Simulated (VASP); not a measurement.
Write the native input for VASP 6.6.1 that does the following.

| Item | Value |
| --- | --- |
| Task | relaxation of cell and atoms |
| Functional | PBE |
| Potentials or basis | VASP PAW PBE potentials, release 64 (Hf_pv, Te, Se) |
| Cutoff | 520 eV |
| k mesh | 3 × 3 × 2 |
| Occupations | gaussian, width 0.15 eV |
| Spin | no spin polarisation |
| Further INCAR settings | PREC = Normal; ALGO = Fast; EDIFF = 0.0001; IBRION = 2; EDIFFG = -0.08; NSW = 24; ISIF = 3 |

The structure of HfTeSe5 lies in POSCAR:

```
HfTeSe5
1.0
    4.6334863100      0.0000000000      0.0000000000
    0.0000000000      4.6334863100      0.0000000000
    0.0000000000      0.0000000000      8.2500591100
Hf Te Se
1 1 5
Direct
    0.0000000000      0.0000000000      0.0000000000
    0.5000000000      0.5000000000      0.5000000000
    0.5000000000      0.5000000000      0.0000000000
    0.0000000000      0.5000000000      0.2919275800
    0.0000000000      0.5000000000      0.7080724200
    0.5000000000      0.0000000000      0.7080724200
    0.5000000000      0.0000000000      0.2919275800
```

The cell was built by a generator and needn't be a form met in nature.

One way to write it, as run:

INCAR

```
SYSTEM = HfTeSe5
  ALGO = Fast
  EDIFF = 1E-4
  EDIFFG = -0.08
  ENCUT = 520
  GGA = PE
  IBRION = 2
  ISIF = 3
  ISMEAR = 0
  LASPH = .True.
  LCHARG = .False.
  LREAL = .False.
  LWAVE = .False.
  NELM = 60
  NSW = 24
  PREC = Normal
  SIGMA = 0.15
```

KPOINTS

```
k-points
0
Gamma
  3 3 2
  0 0 0
```

Potentials or basis: VASP PAW PBE potentials, release 64 (Hf_pv, Te, Se).

The run is started by

```sh
$ cat potpaw_PBE.64/Hf_pv/POTCAR potpaw_PBE.64/Te/POTCAR potpaw_PBE.64/Se/POTCAR > POTCAR
$ mpirun -np 1 vasp_std > vasp.out
```

It gave:

- Relaxed volume: 23.50 Å³/atom
- Relaxed cell: a = 4.661 Å, b = 4.661 Å, c = 7.573 Å, α = 90.00°, β = 90.00°, γ = 90.00°
- Space group after relaxing (to 0.05 Å): P4/mmm (No. 123)
- Energy gained by relaxing: 265.1 meV/atom
- Ionic steps: 11
- Pressure after relaxing: 0.4 GPa
- Largest force after relaxing: 0.008 eV/Å
- Band gap on the k mesh: none (metal or under the smearing width)

Caveat: the k mesh is coarse (spacing up to 0.45 Å⁻¹), so the values aren't converged.

Run time: 120 s on 1 thread of AMD EPYC 9R14 (Zen 4), on a shared host, peak memory 0.18 GiB.
